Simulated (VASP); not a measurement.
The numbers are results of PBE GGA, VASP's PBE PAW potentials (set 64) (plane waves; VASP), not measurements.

VASP input:

File KPOINTS:
```
K-points
0
Gamma
1 1 1
0 0 0
```

### INCAR
```
! general
SYSTEM  = In31P33
PREC    = Normal
ENCUT   = 400
LREAL   = Auto   ! projection in real space or not
LASPH   = .TRUE.   ! aspherical one-centre terms
ISYM    = 0
NELECT  = 256.0

! electronic loop
EDIFF   = 1E-5
NELM    = 100
NELMIN  = 4
ALGO    = Fast   ! Davidson, then RMM-DIIS
LMAXMIX = 4

! smearing
ISMEAR  = 0   ! Gaussian
SIGMA   = 0.05

! functional
GGA     = PE   ! PBE

! ions
IBRION  = 2
NSW     = 60   ! most ionic steps
ISIF    = 2   ! forces and stress, cell fixed
EDIFFG  = -0.03   ! ionic stop

! output
LWAVE   = .FALSE.
LCHARG  = .FALSE.
```

File POSCAR:
```
In31P33
1
   11.9995217336     0.0000000000     0.0000000000
    0.0000000000    11.9995217336    -0.0000000000
   -0.0000000000    -0.0000000000    11.9995217336
In P
31 33
Direct
  0.5000000000   0.0000000000   0.0000000000
  0.7500000000   0.2500000000   0.0000000000
  0.7500000000   0.0000000000   0.2500000000
  0.0000000000   0.0000000000   0.0000000000
  0.2500000000   0.2500000000   0.0000000000
  0.5000000000   0.5000000000   0.0000000000
  0.7500000000   0.7500000000   0.0000000000
  0.2500000000   0.0000000000   0.2500000000
  0.5000000000   0.2500000000   0.2500000000
  0.7500000000   0.5000000000   0.2500000000
  0.5000000000   0.0000000000   0.5000000000
  0.7500000000   0.2500000000   0.5000000000
  0.7500000000   0.0000000000   0.7500000000
  0.0000000000   0.5000000000   0.0000000000
  0.2500000000   0.7500000000   0.0000000000
  0.0000000000   0.2500000000   0.2500000000
  0.2500000000   0.5000000000   0.2500000000
  0.5000000000   0.7500000000   0.2500000000
  0.0000000000   0.0000000000   0.5000000000
  0.2500000000   0.2500000000   0.5000000000
  0.7500000000   0.7500000000   0.5000000000
  0.2500000000   0.0000000000   0.7500000000
  0.5000000000   0.2500000000   0.7500000000
  0.7500000000   0.5000000000   0.7500000000
  0.0000000000   0.7500000000   0.2500000000
  0.0000000000   0.5000000000   0.5000000000
  0.2500000000   0.7500000000   0.5000000000
  0.0000000000   0.2500000000   0.7500000000
  0.2500000000   0.5000000000   0.7500000000
  0.5000000000   0.7500000000   0.7500000000
  0.0000000000   0.7500000000   0.7500000000
  0.6250000000   0.1250000000   0.1250000000
  0.8750000000   0.3750000000   0.1250000000
  0.8750000000   0.1250000000   0.3750000000
  0.1250000000   0.1250000000   0.1250000000
  0.3750000000   0.3750000000   0.1250000000
  0.6250000000   0.6250000000   0.1250000000
  0.8750000000   0.8750000000   0.1250000000
  0.3750000000   0.1250000000   0.3750000000
  0.6208970000   0.3719300000   0.3762380000
  0.8750000000   0.6250000000   0.3750000000
  0.6250000000   0.1250000000   0.6250000000
  0.8750000000   0.3750000000   0.6250000000
  0.8750000000   0.1250000000   0.8750000000
  0.1250000000   0.6250000000   0.1250000000
  0.3750000000   0.8750000000   0.1250000000
  0.1250000000   0.3750000000   0.3750000000
  0.3710420000   0.6224310000   0.3729800000
  0.6250000000   0.8750000000   0.3750000000
  0.1250000000   0.1250000000   0.6250000000
  0.3780200000   0.3708310000   0.6218020000
  0.4982190000   0.5003390000   0.4967140000
  0.6274330000   0.6224610000   0.6245080000
  0.8750000000   0.8750000000   0.6250000000
  0.3750000000   0.1250000000   0.8750000000
  0.6250000000   0.3750000000   0.8750000000
  0.8750000000   0.6250000000   0.8750000000
  0.1250000000   0.8750000000   0.3750000000
  0.1250000000   0.6250000000   0.6250000000
  0.3750000000   0.8750000000   0.6250000000
  0.1250000000   0.3750000000   0.8750000000
  0.3750000000   0.6250000000   0.8750000000
  0.6250000000   0.8750000000   0.8750000000
  0.1250000000   0.8750000000   0.8750000000
```

POTCAR, in this order: In P (PBE.64 set). Program: vasp_gam.

Output

File OSZICAR:
```
...
RMM:   6    -0.271710750601E+03   -0.33726E-03   -0.42153E-03   325   0.107E-01    0.117E-01
RMM:   7    -0.271710562328E+03    0.18827E-03   -0.82279E-04   323   0.520E-02    0.361E-02
RMM:   8    -0.271710593388E+03   -0.31059E-04   -0.47587E-04   337   0.319E-02    0.155E-02
RMM:   9    -0.271710588622E+03    0.47661E-05   -0.81276E-05   281   0.160E-02
   5 F= -.27171059E+03 E0= -.27168004E+03  d E =-.245019E+00
       N       E                     dE             d eps       ncg     rms          rms(c)
DAV:   1    -0.271662318960E+03    0.48274E-01   -0.17050E+01   339   0.621E+00    0.279E+00
RMM:   2    -0.271777891400E+03   -0.11557E+00   -0.13457E+00   322   0.209E+00    0.721E-01
RMM:   3    -0.271794398266E+03   -0.16507E-01   -0.22913E-01   327   0.957E-01    0.410E-01
RMM:   4    -0.271796344131E+03   -0.19459E-02   -0.43638E-02   342   0.415E-01    0.314E-01
RMM:   5    -0.271796404071E+03   -0.59940E-04   -0.82278E-03   336   0.177E-01    0.102E-01
RMM:   6    -0.271796640000E+03   -0.23593E-03   -0.25750E-03   366   0.914E-02    0.448E-02
RMM:   7    -0.271796690785E+03   -0.50786E-04   -0.54515E-04   328   0.362E-02    0.154E-02
RMM:   8    -0.271796691063E+03   -0.27786E-06   -0.77080E-05   278   0.147E-02
   6 F= -.27179669E+03 E0= -.27178941E+03  d E =-.331122E+00
       N       E                     dE             d eps       ncg     rms          rms(c)
DAV:   1    -0.271793575265E+03    0.31155E-02   -0.10535E+00   356   0.154E+00    0.638E-01
RMM:   2    -0.271800469698E+03   -0.68944E-02   -0.83682E-02   322   0.516E-01    0.181E-01
RMM:   3    -0.271801397926E+03   -0.92823E-03   -0.13682E-02   325   0.236E-01    0.106E-01
RMM:   4    -0.271801601520E+03   -0.20359E-03   -0.31575E-03   346   0.106E-01    0.108E-01
RMM:   5    -0.271801617184E+03   -0.15664E-04   -0.45756E-04   329   0.419E-02    0.581E-02
RMM:   6    -0.271801624364E+03   -0.71796E-05   -0.20310E-04   295   0.244E-02    0.258E-02
RMM:   7    -0.271801621481E+03    0.28824E-05   -0.37911E-05   231   0.117E-02
   7 F= -.27180162E+03 E0= -.27178994E+03  d E =-.336052E+00
       N       E                     dE             d eps       ncg     rms          rms(c)
DAV:   1    -0.271801923894E+03   -0.29953E-03   -0.73616E-02   372   0.405E-01    0.171E-01
RMM:   2    -0.271802388686E+03   -0.46479E-03   -0.57061E-03   322   0.135E-01    0.484E-02
RMM:   3    -0.271802453288E+03   -0.64601E-04   -0.94751E-04   324   0.622E-02    0.226E-02
RMM:   4    -0.271802466441E+03   -0.13153E-04   -0.21525E-04   295   0.278E-02    0.221E-02
RMM:   5    -0.271802466465E+03   -0.23989E-07   -0.29980E-05   215   0.111E-02
   8 F= -.27180247E+03 E0= -.27179210E+03  d E =-.336897E+00
       N       E                     dE             d eps       ncg     rms          rms(c)
DAV:   1    -0.271839558131E+03   -0.37092E-01   -0.14586E+00   322   0.215E+00    0.743E-01
RMM:   2    -0.271847435383E+03   -0.78773E-02   -0.11134E-01   322   0.692E-01    0.178E-01
RMM:   3    -0.271849472311E+03   -0.20369E-02   -0.25111E-02   347   0.332E-01    0.171E-01
RMM:   4    -0.271849215129E+03    0.25718E-03   -0.32173E-03   324   0.136E-01    0.723E-02
RMM:   5    -0.271849277958E+03   -0.62829E-04   -0.13589E-03   326   0.747E-02    0.335E-02
RMM:   6    -0.271849271488E+03    0.64696E-05   -0.38235E-04   351   0.370E-02    0.208E-02
RMM:   7    -0.271849279215E+03   -0.77272E-05   -0.10773E-04   320   0.183E-02    0.821E-03
RMM:   8    -0.271849280188E+03   -0.97242E-06   -0.15798E-05   195   0.858E-03
   9 F= -.27184928E+03 E0= -.27184120E+03  d E =-.468137E-01
       N       E                     dE             d eps       ncg     rms          rms(c)
DAV:   1    -0.271853538343E+03   -0.42591E-02   -0.41396E-01   348   0.115E+00    0.395E-01
RMM:   2    -0.271855761524E+03   -0.22232E-02   -0.31497E-02   322   0.368E-01    0.943E-02
RMM:   3    -0.271856333206E+03   -0.57168E-03   -0.71203E-03   348   0.176E-01    0.918E-02
RMM:   4    -0.271856258643E+03    0.74562E-04   -0.91218E-04   325   0.721E-02    0.389E-02
RMM:   5    -0.271856275310E+03   -0.16667E-04   -0.38416E-04   325   0.394E-02    0.179E-02
RMM:   6    -0.271856273028E+03    0.22826E-05   -0.10461E-04   329   0.197E-02    0.109E-02
RMM:   7    -0.271856275135E+03   -0.21074E-05   -0.31741E-05   225   0.101E-02
  10 F= -.27185628E+03 E0= -.27184907E+03  d E =-.538087E-01
       N       E                     dE             d eps       ncg     rms          rms(c)
DAV:   1    -0.271870724004E+03   -0.14451E-01   -0.64628E-01   324   0.143E+00    0.481E-01
RMM:   2    -0.271873904925E+03   -0.31809E-02   -0.45591E-02   323   0.451E-01    0.123E-01
RMM:   3    -0.271874777375E+03   -0.87245E-03   -0.10730E-02   352   0.218E-01    0.111E-01
RMM:   4    -0.271874705997E+03    0.71378E-04   -0.13924E-03   330   0.885E-02    0.600E-02
RMM:   5    -0.271874713192E+03   -0.71952E-05   -0.55716E-04   324   0.474E-02    0.193E-02
RMM:   6    -0.271874712268E+03    0.92382E-06   -0.10985E-04   321   0.226E-02    0.137E-02
RMM:   7    -0.271874711182E+03    0.10861E-05   -0.61919E-05   295   0.127E-02
  11 F= -.27187471E+03 E0= -.27186692E+03  d E =-.184360E-01
       N       E                     dE             d eps       ncg     rms          rms(c)
DAV:   1    -0.271876962543E+03   -0.22503E-02   -0.38367E-01   372   0.110E+00    0.369E-01
RMM:   2    -0.271878858527E+03   -0.18960E-02   -0.26894E-02   323   0.347E-01    0.953E-02
RMM:   3    -0.271879380036E+03   -0.52151E-03   -0.63435E-03   351   0.167E-01    0.853E-02
RMM:   4    -0.271879340809E+03    0.39227E-04   -0.83288E-04   331   0.686E-02    0.458E-02
RMM:   5    -0.271879346761E+03   -0.59525E-05   -0.32391E-04   324   0.363E-02    0.147E-02
RMM:   6    -0.271879346511E+03    0.24978E-06   -0.64647E-05   304   0.173E-02
  12 F= -.27187935E+03 E0= -.27187107E+03  d E =-.230714E-01
       N       E                     dE             d eps       ncg     rms          rms(c)
DAV:   1    -0.271881843532E+03   -0.24968E-02   -0.11652E+00   324   0.187E+00    0.565E-01
RMM:   2    -0.271887868718E+03   -0.60252E-02   -0.72954E-02   322   0.571E-01    0.125E-01
RMM:   3    -0.271889196392E+03   -0.13277E-02   -0.14622E-02   333   0.271E-01    0.143E-01
RMM:   4    -0.271889176390E+03    0.20002E-04   -0.20994E-03   331   0.115E-01    0.894E-02
RMM:   5    -0.271889160167E+03    0.16222E-04   -0.94471E-04   324   0.619E-02    0.235E-02
RMM:   6    -0.271889158134E+03    0.20336E-05   -0.17801E-04   347   0.293E-02    0.167E-02
RMM:   7    -0.271889159227E+03   -0.10928E-05   -0.66674E-05   295   0.147E-02
  13 F= -.27188916E+03 E0= -.27188137E+03  d E =-.981272E-02
       N       E                     dE             d eps       ncg     rms          rms(c)
DAV:   1    -0.271889178306E+03   -0.20172E-04   -0.40790E-03   388   0.110E-01    0.352E-02
RMM:   2    -0.271889198538E+03   -0.20232E-04   -0.25244E-04   321   0.339E-02    0.863E-03
RMM:   3    -0.271889204567E+03   -0.60292E-05   -0.61731E-05   280   0.167E-02    0.926E-03
RMM:   4    -0.271889204619E+03   -0.51505E-07   -0.77858E-06   187   0.681E-03
  14 F= -.27188920E+03 E0= -.27188146E+03  d E =-.985811E-02
       N       E                     dE             d eps       ncg     rms          rms(c)
DAV:   1    -0.271890057468E+03   -0.85290E-03   -0.21016E-01   356   0.808E-01    0.283E-01
RMM:   2    -0.271891380292E+03   -0.13228E-02   -0.16052E-02   322   0.262E-01    0.658E-02
RMM:   3    -0.271891645469E+03   -0.26518E-03   -0.30411E-03   327   0.125E-01    0.558E-02
RMM:   4    -0.271891658102E+03   -0.12633E-04   -0.56911E-04   346   0.559E-02    0.420E-02
RMM:   5    -0.271891651840E+03    0.62621E-05   -0.12762E-04   323   0.254E-02    0.885E-03
RMM:   6    -0.271891655257E+03   -0.34177E-05   -0.33816E-05   221   0.126E-02
  15 F= -.27189166E+03 E0= -.27188465E+03  d E =-.245064E-02
```

File OUTCAR:
```
------------------------ aborting loop because EDIFF is reached ----------------------------------------
  FORCE on cell =-STRESS in cart. coord.  units (eV):
  Direction    XX          YY          ZZ          XY          YZ          ZX
  --------------------------------------------------------------------------------------
  Total      -23.0810334    -23.0299850    -23.0816731      0.0114587      0.0413199      0.0879603
  in kB      -21.4029689    -21.3556319    -21.4035621      0.0106256      0.0383158      0.0815653
  external PRESSURE =     -21.3873877 kB  Pullay stress =       0.0000000 kB
  volume of cell :     1727.79
      direct lattice vectors                 reciprocal lattice vectors
    11.999521734  0.000000000  0.000000000     0.083336655  0.000000000  0.000000000
     0.000000000 11.999521734  0.000000000     0.000000000  0.083336655  0.000000000
     0.000000000  0.000000000 11.999521734     0.000000000  0.000000000  0.083336655
  FREE ENERGIE OF THE ION-ELECTRON SYSTEM (eV)
  ---------------------------------------------------
  free  energy   TOTEN  =      -271.8916552572 eV

  energy  without entropy=     -271.8776531239  energy(sigma->0) =     -271.88465419

 reached required accuracy - stopping structural energy minimisation
```
(Selected blocks of OUTCAR.)

### CONTCAR
```
In31P33
   1.00000000000000
    11.9995217336000000    0.0000000000000000    0.0000000000000000
     0.0000000000000000   11.9995217336000000    0.0000000000000000
     0.0000000000000000    0.0000000000000000   11.9995217336000000
  In              P
    31    33
Direct
     0.5000652528534163    0.9996722690571329    0.9995950697657636
     0.7505469099064389    0.2492633559767574    0.0013474884494366
     0.7503043730535631    0.0011810475377159    0.2494001660330875
     0.0000231653483445    0.9994637477017182    0.0000014055304228
     0.2494739678550232    0.2492650566681626    0.9985174657656408
     0.5000817062934150    0.5000262144136126    0.9996971258148081
     0.7504389655152985    0.7501953002330132    0.9988620200200742
     0.2493054276908585    0.9985384618815776    0.2493476100850611
     0.4944604849946526    0.2520213113359655    0.2520799436525720
     0.7474290545072377    0.5048695117271493    0.2525221858484643
     0.5000769690059487    0.9996795373108953    0.5000090214608522
     0.7474207518619880    0.2524909979186414    0.5050659305839952
     0.7506911116330228    0.9986863526949425    0.7504999430955847
     0.9996992878620692    0.5002478883977356    0.9995284413780428
     0.2495213402074078    0.7501453291008094    0.0010099933677039
     0.9984981309742872    0.2493384816446686    0.2494441729765446
     0.2519619962072823    0.4944086546026920    0.2519552885681599
     0.5048105271865744    0.7473253345315539    0.2524809918906009
     0.9996181739315373    0.0001644356331211    0.4999612811327776
     0.2522761558551501    0.2521705427771331    0.4947799448584786
     0.7475765093400909    0.7475279744728808    0.4949212538028778
     0.2496094350034347    0.0010356127279837    0.7503596842168855
     0.5052645410848563    0.2523338956246088    0.7474847796269547
     0.7475519976783352    0.4946788238681327    0.7474426589575067
     0.0011515596106089    0.7501905750659115    0.2494843455088875
     0.9999351833858408    0.5000862585961541    0.5000934062747981
     0.2524123403768838    0.7473812379664508    0.5047238399832976
     0.0012994013379629    0.2492567697092586    0.7504881938654151
     0.2526030660148326    0.5047783998124055    0.7473994900580267
     0.4950282002193665    0.7474087731611595    0.7474070599669039
     0.9989019516459078    0.7502955524863123    0.7503699914650174
     0.6233370153939251    0.1277568608968356    0.1278478478361115
     0.8720288470716793    0.3765491770971227    0.1278746823373789
     0.8716759109400752    0.1279540436988916    0.3763991906181760
     0.1248186939596138    0.1248580648274475    0.1249249374971072
     0.3750173699399765    0.3749284670182483    0.1234362987590545
     0.6249302184959672    0.6248907662611575    0.1237809006608206
     0.8748359612054321    0.8746149542640939    0.1250512148270937
     0.3748908482301155    0.1233840974882546    0.3750144427871961
     0.6087636016468724    0.3905518322825076    0.3907124713026464
     0.8761617060976544    0.6247947191079147    0.3749363139966413
     0.6250554065001606    0.1234378809997769    0.6249933335007389
     0.8762959889372316    0.3748590482439690    0.6248896398205602
     0.8751056810202202    0.1247671770373743    0.8750177543368046
     0.1277561002760256    0.6233461413462609    0.1277376290750008
     0.3763099028908004    0.8718163185939616    0.1277340989181106
     0.1234836503424535    0.3748321730444316    0.3750777800745686
     0.3905732526655098    0.6085397687691178    0.3906574053538087
     0.6248822016709876    0.8761039373451373    0.3748842824739440
     0.1280327886867995    0.1277868399808787    0.6234755684977934
     0.3909662090434289    0.3905463528844201    0.6089058559662492
     0.4998215272539180    0.4999012311751697    0.4997277727145153
     0.6090204739594181    0.6088006427822932    0.6089046816970051
     0.8720485147847341    0.8718890085801329    0.6235340301820274
     0.3765431708875240    0.1278581682632446    0.8717628379624751
     0.6250552433112586    0.3748454925139471    0.8763169963432124
     0.8718244506493142    0.6236319035017918    0.8717144289262708
     0.1277217393776900    0.8719617421237614    0.3764033141095405
     0.1238216403965059    0.6249667719480481    0.6249106584338687
     0.3749682529594272    0.8760824953533974    0.6247806157231391
     0.1279483217644407    0.3764549756099108    0.8718714176100029
     0.3749958761900286    0.6247956869423194    0.8759524350607563
     0.6237622956390168    0.8717849944706622    0.8718871634225935
     0.1251201993701624    0.8745725609112629    0.8748438051701446
```

The cell is charged, with a uniform compensating background. The supercell is sampled at Γ alone, which is coarse: total energies, pressure and levels can be off, energies of defects by several tenths of an eV.

The cell is a supercell with a defect, built from InP (zinc blende): P_In, charge +2. The run is not spin-polarised, so no state with unpaired spins was tried.
